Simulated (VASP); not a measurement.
An input for Ansatz (written as the equivalent of a VASP run, and not itself run):

Ansatz 0.2 input:
```yaml
crystal:
  lattice:
    - [3.4190000, 0.0000000, 0.0000000]
    - [0.0000000, 3.4190000, 0.0000000]
    - [0.0000000, 0.0000000, 3.4190000]
  atoms:
    - { symbol: Ni, position: [0.0000000, 0.0000000, 0.0000000], spin: 2 }
    - { symbol: Sb, position: [0.5000000, 0.5000000, 0.5000000] }
kpoints:
  mp_grid: { grid: [10, 10, 10] }
hamiltonian:
  xc: pbesol
  pseudopotentials: { kind: paw }
magnetization: { spin_polarized: true }
scf:
  occupations: { method: methfessel_paxton, width: 0.1 }
  max_iter: 100
relax:
  max_steps: 60
  f_tol: 0.01
  cell: {}
output: { forces: true, stress: true, eigenvalues: true }
```

Task: Write the VASP files for the same calculation (PBEsol).

Result: Several could match; the one computed here: 
KPOINTS:
```
Automatic mesh
0
Gamma
10 10 10
0 0 0
```

**POSCAR**
```
NiSb
1
    3.4190000000     0.0000000000     0.0000000000
    0.0000000000     3.4190000000     0.0000000000
    0.0000000000     0.0000000000     3.4190000000
Ni Sb
1 1
Direct
  0.0000000000   0.0000000000   0.0000000000
  0.5000000000   0.5000000000   0.5000000000
```

### INCAR
```
ISIF = 3   ! ions, shape and volume
SIGMA = 0.1
LMAXMIX = 4   ! l cut-off of mixed one-centre charges
LCHARG = .FALSE.
LASPH = .TRUE.   ! aspherical one-centre terms
EDIFFG = -0.01   ! ionic stop
EDIFF = 1E-6   ! SCF stop (eV)
LWAVE = .FALSE.
ISMEAR = 1
LREAL = .FALSE.   ! projection in real space or not
NELM = 100
SYSTEM = NiSb
GGA = PS   ! PBEsol
ENCUT = 400
PREC = Accurate
ALGO = Normal
MAGMOM = 2.0 0.0
NSW = 60
IBRION = 2   ! conjugate gradients
LORBIT = 10
ISPIN = 2
```

POTCAR, in this order: Ni Sb (PBE.64 set). Program: vasp_std.

Limits of the translation: each code has its own PAW files, so the cut-off isn't converted (ENCUT is set for VASP's; basis.ecutwfc is left out, and Ansatz then takes the one that its files recommend); Ansatz stops its SCF on the density residual and VASP on the energy change (EDIFF).

The structure was generated: NiSb was put into the CsCl type type (Pm-3m), which need not be its known phase. This run relaxes it. Symmetry was kept, so distortions that lower it aren't found.
